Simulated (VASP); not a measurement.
Output of a VASP run:

### OSZICAR
```
       N       E                     dE             d eps       ncg     rms          rms(c)
DAV:   1     0.850192715344E+02    0.85019E+02   -0.74320E+03  4410   0.143E+03
DAV:   2    -0.891832887828E+01   -0.93938E+02   -0.92147E+02  4532   0.367E+02
DAV:   3    -0.103321907588E+02   -0.14139E+01   -0.13979E+01  4648   0.537E+01
DAV:   4    -0.103410749422E+02   -0.88842E-02   -0.88804E-02  4444   0.447E+00
DAV:   5    -0.103411817975E+02   -0.10686E-03   -0.10685E-03  4578   0.481E-01    0.189E+01
DAV:   6    -0.901407351093E+01    0.13271E+01   -0.53062E+00  4420   0.348E+01    0.195E+00
DAV:   7    -0.899574474189E+01    0.18329E-01   -0.20998E-02  4432   0.211E+00    0.103E+00
DAV:   8    -0.898785016566E+01    0.78946E-02   -0.63452E-03  4440   0.138E+00    0.514E-02
DAV:   9    -0.898788078512E+01   -0.30619E-04   -0.65409E-05  4428   0.140E-01    0.300E-02
DAV:  10    -0.898788519534E+01   -0.44102E-05   -0.66679E-06  4448   0.330E-02    0.260E-03
DAV:  11    -0.898788530769E+01   -0.11235E-06   -0.35022E-07  4414   0.907E-03    0.850E-04
DAV:  12    -0.898788559591E+01   -0.28822E-06   -0.20696E-08  2214   0.255E-03    0.300E-04
DAV:  13    -0.898788560071E+01   -0.48046E-08   -0.18241E-09  2200   0.654E-04
   1 F= -.93225523E+01 E0= -.93225523E+01  d E =0.000000E+00
```

**OUTCAR**
```
------------------------ aborting loop because EDIFF is reached ----------------------------------------
  Edisp (eV):   -0.33467
  FORCE on cell =-STRESS in cart. coord.  units (eV):
  Direction    XX          YY          ZZ          XY          YZ          ZX
  --------------------------------------------------------------------------------------
  Total       0.02262     0.02262     0.02262    -0.00000    -0.00000    -0.00000
  in kB       2.75102     2.75102     2.75102    -0.00000    -0.00000    -0.00000
  external pressure =        2.75 kB  Pullay stress =        0.00 kB
  volume of cell :       13.17
      direct lattice vectors                 reciprocal lattice vectors
    -1.487859940  1.487859940  1.487859940     0.000000000  0.336053137  0.336053137
     1.487859940 -1.487859940  1.487859940     0.336053137  0.000000000  0.336053137
     1.487859940  1.487859940 -1.487859940     0.336053137  0.336053137  0.000000000
 POSITION                                       TOTAL-FORCE (eV/Angst)
 -----------------------------------------------------------------------------------
      0.00000      0.00000      0.00000         0.000000     -0.000000     -0.000000
 -----------------------------------------------------------------------------------
    total drift:                                0.000000     -0.000000      0.000000
  FREE ENERGIE OF THE ION-ELECTRON SYSTEM (eV)
  ---------------------------------------------------
  free  energy   TOTEN  =        -9.3225523474 eV

  energy  without entropy=       -9.3225523474  energy(sigma->0) =       -9.32255235

 total charge

# of ion       s       p       d       tot
------------------------------------------
    1        2.348   6.229   3.113  11.690
```
(Selected blocks of OUTCAR.)

**POSCAR**
```
V
1
   -1.4878599401     1.4878599401     1.4878599401
    1.4878599401    -1.4878599401     1.4878599401
    1.4878599401     1.4878599401    -1.4878599401
V
1
Direct
  0.0000000000   0.0000000000   0.0000000000
```

Q: Reconstruct the remaining input files.

A: One answer among several that fit: the input of the run itself, PBE GGA with D4 dispersion, plane waves, VASP's PBE PAW potentials (set 64).

### INCAR
```
SYSTEM=V
PREC=Accurate; ENCUT=520; LREAL=.FALSE.
LASPH=.TRUE.
EDIFF=1E-7; NELM=100; ALGO=Normal
LMAXMIX=4
ISMEAR=-5
GGA=PE; IVDW=13
ISIF=2
LWAVE=.FALSE.; LCHARG=.TRUE.; LORBIT=11
NEDOS=601
```

**KPOINTS**
```
Automatic
0
Gamma
19 19 19
0 0 0
```

POTCAR, in this order: V_sv (PBE.64 set). Program: vasp_std.

For a metal the tetrahedron method with Blöchl corrections gives inexact stress and forces.

The compound is V in the bcc structure. It was relaxed first, which changed the volume by -5 %. The run is not spin-polarised, so no magnetic state was tried.
